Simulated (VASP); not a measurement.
# Sr2TiC2 (I4/mmm) in VASP: reference runs

How does Sr2TiC2 come out in PBE? The cell is run as given.

Everything below comes from runs of VASP 6.6.1. Logs are shortened: lines on timing, memory, paths and dates and some standing lists are left out, and cuts for length are marked.

**1. Starting point**

It takes space group I4/mmm (No. 139, tetragonal). Conventional cell: a = 4.397 Å, b = 4.397 Å, c = 10.154 Å, α = 90.00°, β = 90.00°, γ = 90.00°. Sr (site symmetry 4mm) has 1 Sr at 2.46 Å and 4 C at 2.56 Å as nearest neighbours. Around Ti (site symmetry 4/mmm) lie 8 Sr at 3.34 Å and 8 C at 3.36 Å. Around C (site symmetry -4m2) lie 4 Sr at 2.56 Å.

The cell was built by a generator and needn't be a form met in nature.

**2. Single point, PBE**

File INCAR:

```
PREC     = Accurate       # precision mode
ENCUT    = 520            # plane-wave cutoff, eV
EDIFF    = 1E-7           # SCF threshold, eV
ISMEAR   = -1             # smearing method
SIGMA    = 0.05           # smearing width, eV
LREAL    = False          # projectors in reciprocal space
LASPH    = True           # aspherical terms in the spheres
NELM     = 80             # most SCF steps
ALGO     = Normal         # electronic algorithm
ISIF     = 2              # what is computed and relaxed
LWAVE    = False          # write WAVECAR
LCHARG   = True           # write CHGCAR
GGA      = PE             # functional
LELF     = True           # ELF
LVHAR    = True         
NBANDS   = 28             # bands
```

File KPOINTS:

```
Automatic mesh
0
Gamma
  9 9 9
```

File POSCAR:

```
Sr2TiC2
1.0
   -2.1984371600      2.1984371600      5.0767521400
    2.1984371600     -2.1984371600      5.0767521400
    2.1984371600      2.1984371600     -5.0767521400
Sr Ti C
2 1 2
Direct
    0.3790000100      0.3790000100      0.0000000000
    0.6209999900      0.6209999900      0.0000000000
    0.0000000000      0.0000000000      0.0000000000
    0.7500000000      0.2500000000      0.5000000000
    0.2500000000      0.7500000000      0.5000000000
```

Potentials or basis: VASP PAW PBE potentials, release 64 (Sr_sv, Ti_sv, C).

Launch:

```console
$ cat potpaw_PBE.64/Sr_sv/POTCAR potpaw_PBE.64/Ti_sv/POTCAR potpaw_PBE.64/C/POTCAR > POTCAR
$ mpirun -np 1 vasp_std > vasp.out
```

OUTCAR:

```text
PREC = Accurate
   ENCUT = 520
   EDIFF = 1E-7
   ISMEAR = -1
   LREAL = False
   LASPH = True
   NELM = 80
   ISIF = 2
   GGA = PE

 ion  position               nearest neighbor table
   1  0.379  0.379  0.000-   2 2.46   4 2.56   5 2.56   5 2.56   4 2.56   3 3.34   3 3.34   3 3.34
                             3 3.34   3 3.85   2 4.07   2 4.07   2 4.07   2 4.07   2 5.04   2 5.04
   2  0.621  0.621  0.000-   1 2.46   4 2.56   5 2.56   4 2.56   5 2.56   3 3.34   3 3.34   3 3.34
                             3 3.34   3 3.85   1 4.07   1 4.07   1 4.07   1 4.07   1 5.04   1 5.04
   3  0.000  0.000  0.000-   2 3.34   2 3.34   2 3.34   1 3.34   2 3.34   1 3.34   1 3.34   1 3.34
                             1 3.85   2 3.85
   4  0.750  0.250  0.500-   1 2.56   2 2.56   1 2.56   2 2.56
   5  0.250  0.750  0.500-   1 2.56   2 2.56   1 2.56   2 2.56

 -----------------------------------------------------------------------------
|                                                                             |
|           W    W    AA    RRRRR   N    N  II  N    N   GGGG   !!!           |
|           W    W   A  A   R    R  NN   N  II  NN   N  G    G  !!!           |
|           W    W  A    A  R    R  N N  N  II  N N  N  G       !!!           |
|           W WW W  AAAAAA  RRRRR   N  N N  II  N  N N  G  GGG   !            |
|           WW  WW  A    A  R   R   N   NN  II  N   NN  G    G                |
|           W    W  A    A  R    R  N    N  II  N    N   GGGG   !!!           |
|                                                                             |
|     The distance between some ions is very small. Please check the          |
|     nearest-neighbor list in the OUTCAR file.                               |
|     I HOPE YOU KNOW WHAT YOU ARE DOING!                                     |
|                                                                             |
 -----------------------------------------------------------------------------

  LATTYP: Found a body centered tetragonal cell.
 ALAT       =     4.3968743200
 C/A-ratio  =     2.3092550619

  Lattice vectors:

 A1 = (  -2.1984371600,   2.1984371600,   5.0767521400)
 A2 = (   2.1984371600,  -2.1984371600,   5.0767521400)
 A3 = (   2.1984371600,   2.1984371600,  -5.0767521400)

Analysis of symmetry for initial positions (statically):
=====================================================================
 Subroutine PRICEL returns:
 Original cell was already a primitive cell.

 Routine SETGRP: Setting up the symmetry group for a
 body centered tetragonal supercell.

 Subroutine GETGRP returns: Found 16 space group operations
 (whereof 16 operations were pure point group operations)
 out of a pool of 16 trial point group operations.

The static configuration has the point symmetry D_4h.

Analysis of symmetry for dynamics (positions and initial velocities):
=====================================================================
 Subroutine PRICEL returns:
 Original cell was already a primitive cell.

 Routine SETGRP: Setting up the symmetry group for a
 body centered tetragonal supercell.

 Subroutine GETGRP returns: Found 16 space group operations
 (whereof 16 operations were pure point group operations)
 out of a pool of 16 trial point group operations.

The dynamic configuration has the point symmetry D_4h.

 Subroutine INISYM returns: Found 16 space group operations
 (whereof 16 operations are pure point group operations),
 and found     1 'primitive' translations

----------------------------------------------------------------------------------------

                                     Primitive cell

  volume of cell :      98.1463

  direct lattice vectors                    reciprocal lattice vectors
    -2.198437160  2.198437160  5.076752140     0.000000000  0.227434292  0.098488165
     2.198437160 -2.198437160  5.076752140     0.227434292  0.000000000  0.098488165
     2.198437160  2.198437160 -5.076752140     0.227434292  0.227434292  0.000000000

  length of vectors
     5.953122221  5.953122221  5.953122221     0.247843249  0.247843249  0.321640661

  position of ions in fractional coordinates (direct lattice)
     0.379000010  0.379000010  0.000000000
     0.620999990  0.620999990  0.000000000
     0.000000000  0.000000000  0.000000000
     0.750000000  0.250000000  0.500000000
     0.250000000  0.750000000  0.500000000

  ion indices of the primitive-cell ions
   primitive index   ion index
                 1           1
                 2           2
                 3           3
                 4           4
                 5           5

----------------------------------------------------------------------------------------

 KPOINTS: Automatic mesh

Automatic generation of k-mesh.
 Grid dimensions read from file:
 generate k-points for:    9    9    9

 Generating k-lattice:

  Cartesian coordinates                     Fractional coordinates (reciprocal lattice)
     0.000000000  0.025270477  0.010943129     0.111111111 -0.000000000  0.000000000
     0.025270477  0.000000000  0.010943129    -0.000000000  0.111111111  0.000000000
     0.025270477  0.025270477  0.000000000     0.000000000  0.000000000  0.111111111

  Length of vectors
     0.027538139  0.027538139  0.035737851

  Shift w.r.t. Gamma in fractional coordinates (k-lattice)
     0.000000000  0.000000000  0.000000000

 Subroutine IBZKPT returns following result:
 ===========================================

 Found     75 irreducible k-points:

 Following reciprocal coordinates:
            Coordinates               Weight
  0.000000  0.000000  0.000000      1.000000
  0.111111  0.000000  0.000000      8.000000
  0.222222  0.000000 -0.000000      8.000000
  0.333333  0.000000  0.000000      8.000000
  0.444444  0.000000 -0.000000      8.000000
  0.111111  0.111111  0.000000      8.000000
[... 16 lines left out ...]
 -0.333333  0.333333  0.000000      4.000000
  0.444444  0.444444 -0.000000      8.000000
 [... further k-points ...]
   k-points           NKPTS =     75   k-points in BZ     NKDIM =     75   number of bands    NBANDS=     28
   number of dos      NEDOS =    301   number of ions     NIONS =      5
   total plane-waves  NPLWV = 110592
   dimension x,y,z NGX =    48 NGY =   48 NGZ =   48
   dimension x,y,z NGXF=    96 NGYF=   96 NGZF=   96
   ions per type =               2   1   2
   NGX,Y,Z   is equivalent  to a cutoff of  13.40, 13.40, 13.40 a.u.
   NGXF,Y,Z  is equivalent  to a cutoff of  26.81, 26.81, 26.81 a.u.
 SYSTEM =  unknown system
   PREC   = accura    normal or accurate (medium, high low for compatibility)
   ISTART =      0    job   : 0-new  1-cont  2-samecut
   ICHARG =      2    charge: 1-file 2-atom 10-const
   ISPIN  =      1    spin polarized calculation?
   LNONCOLLINEAR =      F non collinear calculations
   LSORBIT =      F    spin-orbit coupling
   LASPH  =      T    aspherical Exc in radial PAW
   ENCUT  =  520.0 eV  38.22 Ry    6.18 a.u.  11.07 11.07 11.07*2*pi/ulx,y,z
   NELM   =     80;   NELMIN=  2; NELMDL= -5     # of ELM steps
   EDIFF  = 0.1E-06   stopping-criterion for ELM
   LREAL  =      F    real-space projection
   EDIFFG = 0.1E-05   stopping-criterion for IOM
   NSW    =      0    number of steps for IOM
   IBRION =     -1    ionic relax: 0-MD 1-quasi-New 2-CG
   NFREE  =      0    steps in history (QN), initial steepest desc. (CG)
   ISIF   =      2    stress and relaxation
   ISYM   =      2    0-nonsym 1-usesym 2-fastsym
   POTIM  = 0.5000    time-step for ionic-motion
   TEBEG  =    0.0;   TEEND  =   0.0 temperature during run
   PSTRESS=    0.0 pullay stress
   NELECT =      40.0000    total number of electrons
   NUPDOWN=      -1.0000    fix difference up-down
   EMIN   =  10.00;   EMAX   =-10.00  energy-range for DOS
   EFERMI =   0.00;   METHOD = LEGACY
   ISMEAR =    -1;   SIGMA  =   0.05  broadening in eV -4-tet -1-fermi 0-gaus
   EFERMI_NEDOS =   21; number of points for ismear=-14 and -15
   IALGO  =     38    algorithm
   IMIX   =      4    mixing-type and parameters
     AMIX     =   0.40;   BMIX     =  1.00
     AMIX_MAG =   1.60;   BMIX_MAG =  1.00
  volume/ion in A,a.u.               =      19.63       132.46
  Fermi-wavevector in a.u.,A,eV,Ry     =   1.213771  2.293695 20.044652  1.473240
  Thomas-Fermi vector in A             =   2.349212
   LORBIT       =      0    0 simple, 1 ext, 2 COOP (PROOUT), +10 PAW based schemes
   GGA     = PE    functional components
   LHFCALC =     F    Hartree Fock is set to
   AEXX    =    0.0000 exact exchange contribution
   IVDW    =     0    specifies the selected vdW correction
   LEPSILON=     F    determine dielectric tensor
   LRPA    =     F    only Hartree local field effects (RPA)
 non-spin polarized calculation
  energy-cutoff  :      520.00
  volume of cell :       98.15
 maximum number of plane-waves:      2676
 NGX is ok and might be reduce to    48
   NGX = 23   NGY = 23   NGZ = 23

 number of electron      39.9999998 magnetization

 Free energy of the ion-electron system (eV)
  ---------------------------------------------------
  ext. energy  EPLUGINS =         0.00000000
  ---------------------------------------------------
  free energy    TOTEN  =       -19.32520791 eV

  energy without entropy =      -19.26254807  energy(sigma->0) =      -19.29387799

 E-fermi :   3.7517     XC(G=0): -10.0488

 val. band max:        3.7515283884   @ k =  -0.3333   0.1111   0.0000
 cond. band min:       3.7644608989   @ k =  -0.4444   0.4444   0.4444
 fundamental gap:      0.0129325105
 Fermi energy:         3.7517304614

 k-point     1 :       0.0000    0.0000    0.0000
  band No.  band energies     occupation
      1     -53.8549      2.00000
      2     -30.8901      2.00000
      3     -30.1852      2.00000
      4     -30.0716      2.00000
      5     -30.0716      2.00000
      6     -29.9668      2.00000
[... 20 lines left out ...]
     27       7.9385      0.00000
     28       7.9385      0.00000
[... 683 lines left out ...]
 k-point    24 :       0.4444    0.4444   -0.0000
  band No.  band energies     occupation
      1     -53.8547      2.00000
      2     -30.8689      2.00000
      3     -30.1772      2.00000
      4     -30.0749      2.00000
      5     -30.0742      2.00000
      6     -29.9802      2.00000
[... 20 lines left out ...]
     27       5.3361      0.00000
     28       5.8168      0.00000

 [... further k-points ...]

------------------------ aborting loop because EDIFF is reached ----------------------------------------

  FORCE on cell =-STRESS in cart. coord.  units (eV):
  Direction    XX          YY          ZZ          XY          YZ          ZX
  --------------------------------------------------------------------------------------
  -------------------------------------------------------------------------------------
  Total        0.8167381      0.8167381      5.6745263      0.0000000     -0.0000000      0.0000000
  in kB       13.3327374     13.3327374     92.6330861      0.0000000     -0.0000000      0.0000000
  external PRESSURE =      39.7661869 kB  Pullay stress =       0.0000000 kB

 VOLUME and BASIS-vectors are now :
 -----------------------------------------------------------------------------
  energy-cutoff  :      520.00
  volume of cell :       98.15
      direct lattice vectors                 reciprocal lattice vectors
    -2.198437160  2.198437160  5.076752140     0.000000000  0.227434292  0.098488165
     2.198437160 -2.198437160  5.076752140     0.227434292  0.000000000  0.098488165
     2.198437160  2.198437160 -5.076752140     0.227434292  0.227434292  0.000000000

 POSITION                                       TOTAL-FORCE (eV/Angst)
 -----------------------------------------------------------------------------------
      0.00000      0.00000      3.84818         0.000000      0.000000     -5.447429
      0.00000      0.00000      6.30533        -0.000000     -0.000000      5.447429
      0.00000      0.00000      0.00000        -0.000000     -0.000000      0.000000
      0.00000      2.19844      2.53838        -0.000000     -0.000000      0.000000
      2.19844      0.00000      2.53838        -0.000000     -0.000000      0.000000
 -----------------------------------------------------------------------------------
    total drift:                               -0.000000     -0.000000      0.000000

  FREE ENERGIE OF THE ION-ELECTRON SYSTEM (eV)
  ---------------------------------------------------
  free  energy   TOTEN  =       -19.3252079123 eV

  energy  without entropy=      -19.2625480691  energy(sigma->0) =      -19.29387799
```

It took 8.7 min on 1 thread of Intel Xeon Platinum 8488C (Sapphire Rapids), shared host; peak memory 0.46 GiB.

Results:

| Property | Result |
| --- | --- |
| Free energy | -19.3252 eV |
| Pressure | 4.0 GPa |
| Largest force | 5.447 eV/Å |
| Band gap on the k mesh | none (metal or under the smearing width) |

Forces on the atoms (eV/Å):
```
Sr   0.000  0.000 -5.447
Sr   0.000  0.000  5.447
Ti   0.000  0.000  0.000
C    0.000  0.000  0.000
C    0.000  0.000  0.000
```

Caveat: forces of over 1 eV/Å show positions far from the minimum, so gaps and moduli don't describe the material at rest.
